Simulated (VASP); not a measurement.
Level of theory: PBEsol GGA, VASP's PBE PAW potentials (set 64) (plane waves; VASP).

Input for VASP

### KPOINTS
```
k-points along high-symmetry lines
15
Line-mode
Reciprocal
  0.000000   0.000000   0.000000 ! GAMMA
  0.000000   0.500000   0.000000 ! X

  0.000000   0.500000   0.000000 ! X
  0.500000   0.500000   0.000000 ! M

  0.500000   0.500000   0.000000 ! M
  0.000000   0.000000   0.000000 ! GAMMA

  0.000000   0.000000   0.000000 ! GAMMA
  0.500000   0.500000   0.500000 ! R

  0.500000   0.500000   0.500000 ! R
  0.000000   0.500000   0.000000 ! X

  0.500000   0.500000   0.500000 ! R
  0.500000   0.500000   0.000000 ! M
```

### POSCAR
```
CoC
2.4597230
  1.0000001353   0.0000000000   0.0000000000
  0.0000000000   1.0000001353   0.0000000000
  0.0000000000   0.0000000000   1.0000001353
Co C
1 1
Direct
  0.0000000000   0.0000000000   0.0000000000
  0.5000000000   0.5000000000   0.5000000000
```

INCAR:
```
ALGO = Normal
EDIFF = 1E-7
ENCUT = 520
GGA = PS
ICHARG = 11
ISMEAR = 0
ISPIN = 2
LASPH = T
LCHARG = F
LMAXMIX = 4
LORBIT = 11
LREAL = F
LWAVE = F
MAGMOM = 0.7 0.0
NELM = 100
PREC = Accurate
SIGMA = 0.05
SYSTEM = CoC
```

POTCAR, in this order: Co C (PBE.64 set). Program: vasp_std. Read from the step before: CHGCAR.

The resulting files:

### OUTCAR
```
 ion  position               nearest neighbor table
   1  0.000  0.000  0.000-   2 2.13   2 2.13   2 2.13   2 2.13   2 2.13   2 2.13   2 2.13   2 2.13
  LATTYP: Found a simple cubic cell.
 ALAT       =     2.4597233327
 Subroutine PRICEL returns:
 Original cell was already a primitive cell.
 Subroutine GETGRP returns: Found 48 space group operations
The static configuration has the point symmetry O_h .
The dynamic configuration has the point symmetry O_h .
The overall configuration has the point symmetry O_h .
 Subroutine INISYM returns: Found 48 space group operations
   k-points           NKPTS =     90   k-points in BZ     NKDIM =     90   number of bands    NBANDS=     10
   number of dos      NEDOS =    301   number of ions     NIONS =      2
   total plane-waves  NPLWV =   5832
   dimension x,y,z NGX =    18 NGY =   18 NGZ =   18
   dimension x,y,z NGXF=    36 NGYF=   36 NGZF=   36
   ions per type =               1   1
   PREC   = accura    normal or accurate (medium, high low for compatibility)
   ISTART =      0    job   : 0-new  1-cont  2-samecut
   ICHARG =     11    charge: 1-file 2-atom 10-const
   ISPIN  =      2    spin polarized calculation?
   LNONCOLLINEAR =      F non collinear calculations
   LSORBIT =      F    spin-orbit coupling
   INIWAV =      1    electr: 0-lowe 1-rand  2-diag
   ENCUT  =  520.0 eV  38.22 Ry    6.18 a.u.   4.57  4.57  4.57*2*pi/ulx,y,z
   NELM   =    100;   NELMIN=  2; NELMDL= -5     # of ELM steps
   EDIFF  = 0.1E-06   stopping-criterion for ELM
   LREAL  =      F    real-space projection
   NLSPLINE    = F    spline interpolate recip. space projectors
   LMAXMIX     =    4 max onsite mixed and CHGCAR
   VOSKOWN=      0    Vosko Wilk Nusair interpolation
   EDIFFG = 0.1E-05   stopping-criterion for IOM
   NSW    =      0    number of steps for IOM
   NBLOCK =      1;   KBLOCK =      1    inner block; outer block
   IBRION =     -1    ionic relax: 0-MD 1-quasi-New 2-CG
   NFREE  =      0    steps in history (QN), initial steepest desc. (CG)
   ISIF   =      2    stress and relaxation
   ISYM   =      2    0-nonsym 1-usesym 2-fastsym
   TEIN   =    0.0    initial temperature
   TEBEG  =    0.0;   TEEND  =   0.0 temperature during run
   SMASS  =  -3.00    Nose mass-parameter (am)
   PSTRESS=    0.0 pullay stress
   NELECT =      13.0000    total number of electrons
   EFERMI =   0.00;   METHOD = LEGACY
   ISMEAR =     0;   SIGMA  =   0.05  broadening in eV -4-tet -1-fermi 0-gaus
   IALGO  =     38    algorithm
   LDIAG  =      T    sub-space diagonalisation (order eigenvalues)
   IMIX   =      4    mixing-type and parameters
     AMIX     =   0.40;   BMIX     =  1.00
     AMIX_MAG =   1.60;   BMIX_MAG =  1.00
     AMIN     =   0.10
   GGA     = PS    functional components
   VOSKOWN =     0    Vosko Wilk Nusair interpolation
   LHFCALC =     F    Hartree Fock is set to
   LHFONE  =     F    Hartree Fock one center treatment
   AEXX    =    0.0000 exact exchange contribution
   IVDW    =     0    specifies the selected vdW correction
   LEPSILON=     F    determine dielectric tensor
   LRPA    =     F    only Hartree local field effects (RPA)
  energy-cutoff  :      520.00
  volume of cell :       14.88
      direct lattice vectors                 reciprocal lattice vectors
     2.459723333  0.000000000  0.000000000     0.406549788  0.000000000  0.000000000
     0.000000000  2.459723333  0.000000000     0.000000000  0.406549788  0.000000000
     0.000000000  0.000000000  2.459723333     0.000000000  0.000000000  0.406549788
 k-point     1 :   0.0000 0.0000 0.0000  plane waves:     389
 k-point     2 :   0.0000 0.0357 0.0000  plane waves:     405
 k-point     3 :   0.0000 0.0714 0.0000  plane waves:     413
 k-point     4 :   0.0000 0.1071 0.0000  plane waves:     413
 k-point     5 :   0.0000 0.1429 0.0000  plane waves:     409
 k-point     6 :   0.0000 0.1786 0.0000  plane waves:     409
 k-point     7 :   0.0000 0.2143 0.0000  plane waves:     417
 k-point     8 :   0.0000 0.2500 0.0000  plane waves:     413
 k-point     9 :   0.0000 0.2857 0.0000  plane waves:     413
 k-point    10 :   0.0000 0.3214 0.0000  plane waves:     409
...
```

**OSZICAR**
```
       N       E                     dE             d eps       ncg     rms          rms(c)
DAV:   1     0.458352440403E+02    0.45835E+02   -0.62811E+03  3674   0.156E+03
DAV:   2    -0.121540773428E+02   -0.57989E+02   -0.55022E+02  3884   0.237E+02
DAV:   3    -0.140957169404E+02   -0.19416E+01   -0.18420E+01  3876   0.498E+01
DAV:   4    -0.141376590983E+02   -0.41942E-01   -0.41649E-01  4180   0.699E+00
DAV:   5    -0.141387244575E+02   -0.10654E-02   -0.10652E-02  4072   0.112E+00
DAV:   6    -0.141387864112E+02   -0.61954E-04   -0.61952E-04  4992   0.218E-01
DAV:   7    -0.141387873988E+02   -0.98761E-06   -0.98729E-06  4154   0.238E-02
DAV:   8    -0.141387874237E+02   -0.24847E-07   -0.25315E-07  3078   0.298E-03
   1 F= -.14138787E+02 E0= -.14136234E+02  d E =-.510607E-02  mag=     0.7746
```

OUTCAR:
```



 magnetization (x)

# of ion       s       p       d       tot
------------------------------------------
    1        0.001  -0.001   0.551   0.552
    2        0.002   0.007   0.000   0.009
--------------------------------------------------
tot          0.003   0.007   0.551   0.561
```
(Selected blocks of OUTCAR.)

### OUTCAR
```
 val. band max:       12.6173164364   @ k =   0.5000   0.5000   0.0714

 cond. band min:      12.6209872784   @ k =   0.5000   0.5000   0.1071



 spin component 1

 k-point     1 :       0.0000    0.0000    0.0000
  band No.  band energies     occupation
      1      -4.4234      1.00000
      2       7.4686      1.00000
      3       7.4686      1.00000
      4      10.8723      1.00000
      5      10.8723      1.00000
      6      10.8723      1.00000
      7      12.9497      0.00000
      8      12.9497      0.00000
      9      12.9497      0.00000
     10      23.4666      0.00000

 k-point     2 :       0.0000    0.0357    0.0000
  band No.  band energies     occupation
      1      -4.3955      1.00000
      2       7.4567      1.00000
      3       7.4758      1.00000
      4      10.8037      1.00000
      5      10.8037      1.00000
      6      10.8740      1.00000
      7      12.8705      0.00000
      8      13.0326      0.00000
      9      13.0326      0.00000
     10      23.5142      0.00000

 k-point     3 :       0.0000    0.0714    0.0000
  band No.  band energies     occupation
      1      -4.3119      1.00000
      2       7.4155      1.00000
      3       7.4970      1.00000
      4      10.6253      1.00000
      5      10.6253      1.00000
      6      10.8789      1.00000
      7      12.6522      0.17151
      8      13.2537      0.00000
      9      13.2537      0.00000
     10      23.6426      0.00000

 k-point     4 :       0.0000    0.1071    0.0000
  band No.  band energies     occupation
      1      -4.1733      1.00000
      2       7.3287      1.00000
      3       7.5314      1.00000
      4      10.3868      1.00000
      5      10.3868      1.00000
      6      10.8869      1.00000
      7      12.3451      1.00000
      8      13.5628      0.00000
      9      13.5628      0.00000
     10      23.8178      0.00000

...
```

The density is held fixed in this step, so its total energy and stress have no physical meaning.

The structure was generated: CoC was put into the CsCl type type (Pm-3m), which need not be its known phase. It was relaxed first, which changed the volume by -18 %.
